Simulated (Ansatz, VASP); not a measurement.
# SiGe in two plane-wave programs, part 2 of 3

Wanted: the spread between two codes on one cell, functional and k mesh. The cell is generated by rule, not measured, and may not be a known phase. The cell is taken from a series of runs on this material, whose earlier steps may have relaxed, scaled, displaced or heated it; both programs get it as it stands.

VASP 6.6.1 and Ansatz 0.2.0.

So far: The starting structure; Ansatz: zone-centre phonons, LDA.

### Step 3. VASP: zone-centre phonons, LDA

Level of this step: LDA; plane waves and PAW (Si, Ge_d); invented cell (VASP).

The same cell, functional (in two slightly different forms) and mesh now go to VASP, with its own data sets.

Lines of VASP's logs that name or quote its potential files are left out, and so is its time.

Contents of INCAR:

```
SYSTEM = SiGe
PREC = Accurate
ENCUT = 500
EDIFF = 1E-08
NELM = 120
ISMEAR = 0
SIGMA = 0.01
LREAL = .FALSE.
ALGO = Normal
GGA = CA
NBANDS = 33
LORBIT = 11
LWAVE = .FALSE.
LCHARG = .FALSE.
ISIF = 2
ISYM = 2
IBRION = 8
LASPH = .TRUE.
GGA_COMPAT = .FALSE.
EFERMI = MIDGAP
KPAR = 2
```

Contents of POSCAR:

```
SiGe
1.0
    3.8900408136     -0.0001087843     -0.0000148834
   -0.0001087843      3.8900408136     -0.0000148834
    1.9449294785      1.9449294785      8.2621129176
Si Ge
3 3
Direct
    0.9969812601      0.9969766040      0.0060300713
    0.4166611294      0.9166722040      0.1666666667
    0.3363567293      0.3363520733      0.3273032620
    0.7532049829      0.2532031312      0.4936024654
    0.6666656963      0.6666676371      0.6666666667
    0.0801302021      0.5801283504      0.8397308680
```

Contents of KPOINTS:

```
Points of the shifted mesh
256
Reciprocal
 0.0625000000  0.0625000000  0.1250000000 1
 0.0625000000  0.0625000000  0.3750000000 1
 0.0625000000  0.0625000000  0.6250000000 1
 0.0625000000  0.0625000000  0.8750000000 1
 0.0625000000  0.1875000000  0.1250000000 1
 0.0625000000  0.1875000000  0.3750000000 1
 0.0625000000  0.1875000000  0.6250000000 1
 0.0625000000  0.1875000000  0.8750000000 1
 0.0625000000  0.3125000000  0.1250000000 1
 0.0625000000  0.3125000000  0.3750000000 1
 0.0625000000  0.3125000000  0.6250000000 1
 0.0625000000  0.3125000000  0.8750000000 1
 0.0625000000  0.4375000000  0.1250000000 1
 0.0625000000  0.4375000000  0.3750000000 1
 0.0625000000  0.4375000000  0.6250000000 1
 0.0625000000  0.4375000000  0.8750000000 1
 0.0625000000  0.5625000000  0.1250000000 1
 0.0625000000  0.5625000000  0.3750000000 1
 0.0625000000  0.5625000000  0.6250000000 1
 0.0625000000  0.5625000000  0.8750000000 1
 0.0625000000  0.6875000000  0.1250000000 1
 0.0625000000  0.6875000000  0.3750000000 1
 0.0625000000  0.6875000000  0.6250000000 1
 0.0625000000  0.6875000000  0.8750000000 1
 0.0625000000  0.8125000000  0.1250000000 1
 0.0625000000  0.8125000000  0.3750000000 1
 0.0625000000  0.8125000000  0.6250000000 1
 0.0625000000  0.8125000000  0.8750000000 1
 0.0625000000  0.9375000000  0.1250000000 1
 0.0625000000  0.9375000000  0.3750000000 1
 0.0625000000  0.9375000000  0.6250000000 1
 0.0625000000  0.9375000000  0.8750000000 1
 0.1875000000  0.0625000000  0.1250000000 1
 0.1875000000  0.0625000000  0.3750000000 1
 0.1875000000  0.0625000000  0.6250000000 1
 0.1875000000  0.0625000000  0.8750000000 1
 0.1875000000  0.1875000000  0.1250000000 1
 0.1875000000  0.1875000000  0.3750000000 1
 0.1875000000  0.1875000000  0.6250000000 1
 0.1875000000  0.1875000000  0.8750000000 1
 0.1875000000  0.3125000000  0.1250000000 1
 0.1875000000  0.3125000000  0.3750000000 1
 0.1875000000  0.3125000000  0.6250000000 1
 0.1875000000  0.3125000000  0.8750000000 1
 0.1875000000  0.4375000000  0.1250000000 1
 0.1875000000  0.4375000000  0.3750000000 1
 0.1875000000  0.4375000000  0.6250000000 1
 0.1875000000  0.4375000000  0.8750000000 1
 0.1875000000  0.5625000000  0.1250000000 1
 0.1875000000  0.5625000000  0.3750000000 1
 0.1875000000  0.5625000000  0.6250000000 1
 0.1875000000  0.5625000000  0.8750000000 1
 0.1875000000  0.6875000000  0.1250000000 1
 0.1875000000  0.6875000000  0.3750000000 1
 0.1875000000  0.6875000000  0.6250000000 1
 0.1875000000  0.6875000000  0.8750000000 1
 0.1875000000  0.8125000000  0.1250000000 1
 0.1875000000  0.8125000000  0.3750000000 1
 0.1875000000  0.8125000000  0.6250000000 1
 0.1875000000  0.8125000000  0.8750000000 1
 0.1875000000  0.9375000000  0.1250000000 1
 0.1875000000  0.9375000000  0.3750000000 1
 0.1875000000  0.9375000000  0.6250000000 1
 0.1875000000  0.9375000000  0.8750000000 1
 0.3125000000  0.0625000000  0.1250000000 1
 0.3125000000  0.0625000000  0.3750000000 1
 0.3125000000  0.0625000000  0.6250000000 1
 0.3125000000  0.0625000000  0.8750000000 1
 0.3125000000  0.1875000000  0.1250000000 1
 0.3125000000  0.1875000000  0.3750000000 1
 0.3125000000  0.1875000000  0.6250000000 1
 0.3125000000  0.1875000000  0.8750000000 1
 0.3125000000  0.3125000000  0.1250000000 1
 0.3125000000  0.3125000000  0.3750000000 1
 0.3125000000  0.3125000000  0.6250000000 1
 0.3125000000  0.3125000000  0.8750000000 1
 0.3125000000  0.4375000000  0.1250000000 1
 0.3125000000  0.4375000000  0.3750000000 1
 0.3125000000  0.4375000000  0.6250000000 1
 0.3125000000  0.4375000000  0.8750000000 1
 0.3125000000  0.5625000000  0.1250000000 1
 0.3125000000  0.5625000000  0.3750000000 1
 0.3125000000  0.5625000000  0.6250000000 1
 0.3125000000  0.5625000000  0.8750000000 1
 0.3125000000  0.6875000000  0.1250000000 1
 0.3125000000  0.6875000000  0.3750000000 1
 0.3125000000  0.6875000000  0.6250000000 1
 0.3125000000  0.6875000000  0.8750000000 1
 0.3125000000  0.8125000000  0.1250000000 1
 0.3125000000  0.8125000000  0.3750000000 1
 0.3125000000  0.8125000000  0.6250000000 1
 0.3125000000  0.8125000000  0.8750000000 1
 0.3125000000  0.9375000000  0.1250000000 1
 0.3125000000  0.9375000000  0.3750000000 1
 0.3125000000  0.9375000000  0.6250000000 1
 0.3125000000  0.9375000000  0.8750000000 1
 0.4375000000  0.0625000000  0.1250000000 1
 0.4375000000  0.0625000000  0.3750000000 1
 0.4375000000  0.0625000000  0.6250000000 1
 0.4375000000  0.0625000000  0.8750000000 1
 0.4375000000  0.1875000000  0.1250000000 1
 0.4375000000  0.1875000000  0.3750000000 1
 0.4375000000  0.1875000000  0.6250000000 1
 0.4375000000  0.1875000000  0.8750000000 1
 0.4375000000  0.3125000000  0.1250000000 1
 0.4375000000  0.3125000000  0.3750000000 1
 0.4375000000  0.3125000000  0.6250000000 1
 0.4375000000  0.3125000000  0.8750000000 1
 0.4375000000  0.4375000000  0.1250000000 1
 0.4375000000  0.4375000000  0.3750000000 1
 0.4375000000  0.4375000000  0.6250000000 1
 0.4375000000  0.4375000000  0.8750000000 1
 0.4375000000  0.5625000000  0.1250000000 1
 0.4375000000  0.5625000000  0.3750000000 1
 0.4375000000  0.5625000000  0.6250000000 1
 0.4375000000  0.5625000000  0.8750000000 1
 0.4375000000  0.6875000000  0.1250000000 1
 0.4375000000  0.6875000000  0.3750000000 1
 0.4375000000  0.6875000000  0.6250000000 1
 0.4375000000  0.6875000000  0.8750000000 1
 0.4375000000  0.8125000000  0.1250000000 1
 0.4375000000  0.8125000000  0.3750000000 1
 0.4375000000  0.8125000000  0.6250000000 1
 0.4375000000  0.8125000000  0.8750000000 1
 0.4375000000  0.9375000000  0.1250000000 1
 0.4375000000  0.9375000000  0.3750000000 1
 0.4375000000  0.9375000000  0.6250000000 1
 0.4375000000  0.9375000000  0.8750000000 1
 0.5625000000  0.0625000000  0.1250000000 1
 0.5625000000  0.0625000000  0.3750000000 1
 0.5625000000  0.0625000000  0.6250000000 1
 0.5625000000  0.0625000000  0.8750000000 1
 0.5625000000  0.1875000000  0.1250000000 1
 0.5625000000  0.1875000000  0.3750000000 1
 0.5625000000  0.1875000000  0.6250000000 1
 0.5625000000  0.1875000000  0.8750000000 1
 0.5625000000  0.3125000000  0.1250000000 1
 0.5625000000  0.3125000000  0.3750000000 1
 0.5625000000  0.3125000000  0.6250000000 1
 0.5625000000  0.3125000000  0.8750000000 1
 0.5625000000  0.4375000000  0.1250000000 1
 0.5625000000  0.4375000000  0.3750000000 1
 0.5625000000  0.4375000000  0.6250000000 1
 0.5625000000  0.4375000000  0.8750000000 1
 0.5625000000  0.5625000000  0.1250000000 1
 0.5625000000  0.5625000000  0.3750000000 1
 0.5625000000  0.5625000000  0.6250000000 1
 0.5625000000  0.5625000000  0.8750000000 1
 0.5625000000  0.6875000000  0.1250000000 1
 0.5625000000  0.6875000000  0.3750000000 1
 0.5625000000  0.6875000000  0.6250000000 1
 0.5625000000  0.6875000000  0.8750000000 1
 0.5625000000  0.8125000000  0.1250000000 1
 0.5625000000  0.8125000000  0.3750000000 1
 0.5625000000  0.8125000000  0.6250000000 1
 0.5625000000  0.8125000000  0.8750000000 1
 0.5625000000  0.9375000000  0.1250000000 1
 0.5625000000  0.9375000000  0.3750000000 1
 0.5625000000  0.9375000000  0.6250000000 1
 0.5625000000  0.9375000000  0.8750000000 1
 0.6875000000  0.0625000000  0.1250000000 1
 0.6875000000  0.0625000000  0.3750000000 1
 0.6875000000  0.0625000000  0.6250000000 1
 0.6875000000  0.0625000000  0.8750000000 1
 0.6875000000  0.1875000000  0.1250000000 1
 0.6875000000  0.1875000000  0.3750000000 1
 0.6875000000  0.1875000000  0.6250000000 1
 0.6875000000  0.1875000000  0.8750000000 1
 0.6875000000  0.3125000000  0.1250000000 1
 0.6875000000  0.3125000000  0.3750000000 1
 0.6875000000  0.3125000000  0.6250000000 1
 0.6875000000  0.3125000000  0.8750000000 1
 0.6875000000  0.4375000000  0.1250000000 1
 0.6875000000  0.4375000000  0.3750000000 1
 0.6875000000  0.4375000000  0.6250000000 1
 0.6875000000  0.4375000000  0.8750000000 1
 0.6875000000  0.5625000000  0.1250000000 1
 0.6875000000  0.5625000000  0.3750000000 1
 0.6875000000  0.5625000000  0.6250000000 1
 0.6875000000  0.5625000000  0.8750000000 1
 0.6875000000  0.6875000000  0.1250000000 1
 0.6875000000  0.6875000000  0.3750000000 1
 0.6875000000  0.6875000000  0.6250000000 1
 0.6875000000  0.6875000000  0.8750000000 1
 0.6875000000  0.8125000000  0.1250000000 1
 0.6875000000  0.8125000000  0.3750000000 1
 0.6875000000  0.8125000000  0.6250000000 1
 0.6875000000  0.8125000000  0.8750000000 1
 0.6875000000  0.9375000000  0.1250000000 1
 0.6875000000  0.9375000000  0.3750000000 1
 0.6875000000  0.9375000000  0.6250000000 1
 0.6875000000  0.9375000000  0.8750000000 1
 0.8125000000  0.0625000000  0.1250000000 1
 0.8125000000  0.0625000000  0.3750000000 1
 0.8125000000  0.0625000000  0.6250000000 1
 0.8125000000  0.0625000000  0.8750000000 1
 0.8125000000  0.1875000000  0.1250000000 1
 0.8125000000  0.1875000000  0.3750000000 1
 0.8125000000  0.1875000000  0.6250000000 1
 0.8125000000  0.1875000000  0.8750000000 1
 0.8125000000  0.3125000000  0.1250000000 1
 0.8125000000  0.3125000000  0.3750000000 1
 0.8125000000  0.3125000000  0.6250000000 1
 0.8125000000  0.3125000000  0.8750000000 1
 0.8125000000  0.4375000000  0.1250000000 1
 0.8125000000  0.4375000000  0.3750000000 1
 0.8125000000  0.4375000000  0.6250000000 1
 0.8125000000  0.4375000000  0.8750000000 1
 0.8125000000  0.5625000000  0.1250000000 1
 0.8125000000  0.5625000000  0.3750000000 1
 0.8125000000  0.5625000000  0.6250000000 1
 0.8125000000  0.5625000000  0.8750000000 1
 0.8125000000  0.6875000000  0.1250000000 1
 0.8125000000  0.6875000000  0.3750000000 1
 0.8125000000  0.6875000000  0.6250000000 1
 0.8125000000  0.6875000000  0.8750000000 1
 0.8125000000  0.8125000000  0.1250000000 1
 0.8125000000  0.8125000000  0.3750000000 1
 0.8125000000  0.8125000000  0.6250000000 1
 0.8125000000  0.8125000000  0.8750000000 1
 0.8125000000  0.9375000000  0.1250000000 1
 0.8125000000  0.9375000000  0.3750000000 1
 0.8125000000  0.9375000000  0.6250000000 1
 0.8125000000  0.9375000000  0.8750000000 1
 0.9375000000  0.0625000000  0.1250000000 1
 0.9375000000  0.0625000000  0.3750000000 1
 0.9375000000  0.0625000000  0.6250000000 1
 0.9375000000  0.0625000000  0.8750000000 1
 0.9375000000  0.1875000000  0.1250000000 1
 0.9375000000  0.1875000000  0.3750000000 1
 0.9375000000  0.1875000000  0.6250000000 1
 0.9375000000  0.1875000000  0.8750000000 1
 0.9375000000  0.3125000000  0.1250000000 1
 0.9375000000  0.3125000000  0.3750000000 1
 0.9375000000  0.3125000000  0.6250000000 1
 0.9375000000  0.3125000000  0.8750000000 1
 0.9375000000  0.4375000000  0.1250000000 1
 0.9375000000  0.4375000000  0.3750000000 1
 0.9375000000  0.4375000000  0.6250000000 1
 0.9375000000  0.4375000000  0.8750000000 1
 0.9375000000  0.5625000000  0.1250000000 1
 0.9375000000  0.5625000000  0.3750000000 1
 0.9375000000  0.5625000000  0.6250000000 1
 0.9375000000  0.5625000000  0.8750000000 1
 0.9375000000  0.6875000000  0.1250000000 1
 0.9375000000  0.6875000000  0.3750000000 1
 0.9375000000  0.6875000000  0.6250000000 1
 0.9375000000  0.6875000000  0.8750000000 1
 0.9375000000  0.8125000000  0.1250000000 1
 0.9375000000  0.8125000000  0.3750000000 1
 0.9375000000  0.8125000000  0.6250000000 1
 0.9375000000  0.8125000000  0.8750000000 1
 0.9375000000  0.9375000000  0.1250000000 1
 0.9375000000  0.9375000000  0.3750000000 1
 0.9375000000  0.9375000000  0.6250000000 1
 0.9375000000  0.9375000000  0.8750000000 1
```

PAW data sets: Si and Ge_d (LDA family, release 64).

Run with:

```
$ mpirun -np 2 vasp_std
```

The log of the run:

```text
[banner, memory and clock lines left out]
running    2 mpi-ranks, on    1 nodes
[...]
|                                                                             |
|           W    W    AA    RRRRR   N    N  II  N    N   GGGG   !!!           |
|           W    W   A  A   R    R  NN   N  II  NN   N  G    G  !!!           |
|           W    W  A    A  R    R  N N  N  II  N N  N  G       !!!           |
|           W WW W  AAAAAA  RRRRR   N  N N  II  N  N N  G  GGG   !            |
|           WW  WW  A    A  R   R   N   NN  II  N   NN  G    G                |
|           W    W  A    A  R    R  N    N  II  N    N   GGGG   !!!           |
|                                                                             |
|     Inconsistent Bravais lattice types found for crystalline and            |
|     reciprocal lattice:                                                     |
|                                                                             |
|        Crystalline: base-centered monoclinic                                |
|        Reciprocal : body-centered orthorhombic                              |
|                    (instead of base-centered monoclinic)                    |
|                                                                             |
|     In most cases this is due to inaccuracies in the specification of       |
|     the crytalline lattice vectors.                                         |
|                                                                             |
|     Suggested SOLUTIONS:                                                    |
|      ) Refine the lattice parameters of your structure,                     |
|      ) and/or try changing SYMPREC.                                         |
|                                                                             |

 LDA part: xc-table for (Slater(with rela. corr.)+CA(PZ))
 , standard interpolation
 POSCAR, INCAR and KPOINTS ok, starting setup
[...]
entering main loop
       N       E                     dE             d eps       ncg     rms          rms(c)
DAV:   1     0.463422349837E+03    0.46342E+03   -0.25704E+04 19349   0.341E+03
DAV:   2     0.477745109630E+02   -0.41565E+03   -0.40639E+03 16920   0.786E+02
DAV:   3    -0.300092045869E+02   -0.77784E+02   -0.76843E+02 19638   0.196E+02
DAV:   4    -0.340061094704E+02   -0.39969E+01   -0.39867E+01 20459   0.524E+01
DAV:   5    -0.340999072247E+02   -0.93798E-01   -0.93750E-01 20530   0.859E+00    0.744E+00
DAV:   6    -0.336340492443E+02    0.46586E+00   -0.25267E-01 23157   0.406E+00    0.434E+00
DAV:   7    -0.334179547816E+02    0.21609E+00   -0.46798E-01 19118   0.365E+00    0.363E-01
DAV:   8    -0.334195268094E+02   -0.15720E-02   -0.38976E-02 20787   0.226E+00    0.298E-01
[...]
DAV:  13    -0.334198384244E+02   -0.27630E-07   -0.24630E-06 22058   0.373E-02    0.249E-03
DAV:  14    -0.334198384341E+02   -0.97534E-08   -0.10833E-06 20827   0.225E-02    0.401E-04
DAV:  15    -0.334198384501E+02   -0.16032E-07   -0.20587E-07 18395   0.780E-03    0.253E-04
DAV:  16    -0.334198384533E+02   -0.31241E-08   -0.46564E-08 15994   0.652E-03
   1 F= -.33419838E+02 E0= -.33419838E+02  d E =0.000000E+00
 Linear response reoptimize wavefunctions to high precision
DAV:   1    -0.334198384538E+02   -0.55115E-09   -0.11352E-08 15691   0.330E-03
DAV:   2    -0.334198384546E+02   -0.78398E-09   -0.76517E-09 13716   0.698E-04
DAV:   3    -0.334198384547E+02   -0.68212E-10   -0.55529E-10 10252   0.215E-04
 Linear response DOF=          10
 Linear response progress:
  Degree of freedom:   1/ 10
       N       E                     dE             d eps       ncg     rms          rms(c)
RMM:   1    -0.233651503716E-01   -0.23365E-01    0.70907E-03 32420   0.603E-01
RMM:   2    -0.192906387281E-01    0.40745E-02   -0.25182E-03 26812   0.191E-01    0.981E-02
[...]
RMM:   5    -0.197148346575E+00   -0.10126E-05   -0.92055E-06 31752   0.214E-02    0.286E-03
RMM:   6    -0.197153304565E+00   -0.49580E-05   -0.12320E-06 32248   0.650E-03    0.751E-04
RMM:   7    -0.197155049293E+00   -0.17447E-05   -0.26239E-07 32744   0.220E-03    0.255E-04
RMM:   8    -0.197156078059E+00   -0.10288E-05   -0.13751E-07 32896   0.948E-04    0.610E-05
RMM:   9    -0.197155932210E+00    0.14585E-06   -0.99525E-08 33725   0.488E-04    0.215E-05
RMM:  10    -0.197155835100E+00    0.97110E-07   -0.11433E-07 34271   0.313E-04    0.766E-06
RMM:  11    -0.197155837180E+00   -0.20796E-08   -0.44540E-08 34812   0.241E-04    0.334E-06
 first order change of Fermi-energy  -0.55508E+00
 force on displaced ion       4 direction 2 :   0.023 -11.439  -0.039
 Linear response progress:
  Degree of freedom:   8/ 10
       N       E                     dE             d eps       ncg     rms          rms(c)
RMM:   2    -0.207384974801E+00   -0.73821E-02   -0.23762E-02 27709   0.109E+00    0.867E-02
RMM:   3    -0.207687978553E+00   -0.30300E-03   -0.19128E-03 30739   0.331E-01    0.511E-02
RMM:   4    -0.207662058107E+00    0.25920E-04   -0.12724E-04 29447   0.940E-02    0.889E-03
RMM:   5    -0.207671026537E+00   -0.89684E-05   -0.23767E-05 30255   0.421E-02    0.363E-03
RMM:   6    -0.207682754678E+00   -0.11728E-04   -0.28194E-06 31946   0.121E-02    0.171E-03
RMM:   7    -0.207692754839E+00   -0.10000E-04   -0.46048E-07 30484   0.386E-03    0.302E-04
RMM:   8    -0.207693019064E+00   -0.26422E-06   -0.52305E-08 30291   0.173E-03    0.159E-04
RMM:   9    -0.207692430018E+00    0.58905E-06   -0.98113E-08 32754   0.771E-04    0.374E-05
RMM:  10    -0.207692436170E+00   -0.61522E-08   -0.16402E-07 32770   0.394E-04    0.202E-05
RMM:  11    -0.207692444839E+00   -0.86690E-08   -0.73679E-08 34237   0.272E-04    0.920E-06
 first order change of Fermi-energy   0.46673E-01
 force on displaced ion       4 direction 3 :  -0.039  -0.038 -14.266
 Linear response progress:
  Degree of freedom:   9/ 10
       N       E                     dE             d eps       ncg     rms          rms(c)
RMM:   1    -0.189544675415E+00   -0.18954E+00    0.88499E+00 20144   0.459E+01
RMM:   2    -0.196876490730E+00   -0.73318E-02   -0.17932E-02 26842   0.916E-01    0.733E-02
RMM:   3    -0.197100117173E+00   -0.22363E-03   -0.14776E-03 30601   0.292E-01    0.435E-02
RMM:   4    -0.197123053092E+00   -0.22936E-04   -0.90368E-05 31571   0.678E-02    0.568E-03
RMM:   5    -0.197130313059E+00   -0.72600E-05   -0.91716E-06 32023   0.212E-02    0.248E-03
RMM:   6    -0.197138885912E+00   -0.85729E-05   -0.11064E-06 31198   0.599E-03    0.760E-04
RMM:   7    -0.197141940863E+00   -0.30550E-05   -0.27754E-07 32629   0.242E-03    0.187E-04
RMM:   8    -0.197142403701E+00   -0.46284E-06   -0.10368E-07 31575   0.107E-03    0.523E-05
RMM:   9    -0.197142362302E+00    0.41399E-07   -0.24252E-08 33581   0.552E-04    0.280E-05
RMM:  10    -0.197142239147E+00    0.12315E-06   -0.31449E-08 33865   0.348E-04    0.746E-06
RMM:  11    -0.197142283823E+00   -0.44676E-07   -0.10141E-08 34740   0.259E-04    0.624E-06
RMM:  12    -0.197142320406E+00   -0.36583E-07   -0.15723E-08 35189   0.218E-04    0.337E-06
RMM:  13    -0.197142345871E+00   -0.25465E-07   -0.82544E-10 35616   0.196E-04    0.173E-06
RMM:  14    -0.197142355267E+00   -0.93958E-08   -0.26301E-08 35189   0.184E-04    0.687E-07
 first order change of Fermi-energy  -0.53730E+00
 force on displaced ion       5 direction 1 : -11.342   0.023   0.015
 Linear response progress:
  Degree of freedom:  10/ 10
       N       E                     dE             d eps       ncg     rms          rms(c)
RMM:   1    -0.202006382044E+00   -0.20201E+00    0.85994E+00 18528   0.459E+01
RMM:   2    -0.206581600083E+00   -0.45752E-02   -0.23022E-02 26944   0.150E+00    0.796E-02
RMM:   3    -0.207466304892E+00   -0.88470E-03   -0.24240E-03 29756   0.437E-01    0.468E-02
RMM:   4    -0.207428521339E+00    0.37784E-04   -0.21084E-04 30395   0.132E-01    0.731E-03
RMM:   5    -0.207442201919E+00   -0.13681E-04   -0.66855E-05 30009   0.507E-02    0.347E-03
RMM:   6    -0.207456635773E+00   -0.14434E-04   -0.26178E-05 31544   0.161E-02    0.168E-03
RMM:   7    -0.207468310616E+00   -0.11675E-04   -0.14306E-05 29815   0.647E-03    0.354E-04
RMM:   8    -0.207465291990E+00    0.30186E-05   -0.41921E-06 28998   0.321E-03    0.203E-04
[...]
RMM:  12    -0.207465389787E+00    0.29239E-08   -0.28177E-07 32326   0.304E-04    0.104E-05
RMM:  13    -0.207465433939E+00   -0.44152E-07   -0.14222E-07 34958   0.241E-04    0.926E-06
RMM:  14    -0.207465463260E+00   -0.29321E-07   -0.13917E-07 33698   0.214E-04    0.401E-06
RMM:  15    -0.207465459745E+00    0.35153E-08   -0.28008E-08 35486   0.196E-04    0.326E-06
 first order change of Fermi-energy  -0.22980E-04
 force on displaced ion       5 direction 3 :   0.015   0.015 -14.472
 Linear response finished
```

(Part 2 of 3 ends here.)

[Lines on the potential files, build, host, timing and source positions are cut from VASP's logs without a mark.]

[Logs are printed without paths, hosts, clocks, repeated set-up lines and the standing remarks that a program may print on its own settings, such as how far it seeks lower states.]

[Hosts, paths, dates, database ids (printed as entryN), source tags and the programs' standing remarks are cut or masked in the printed files.]
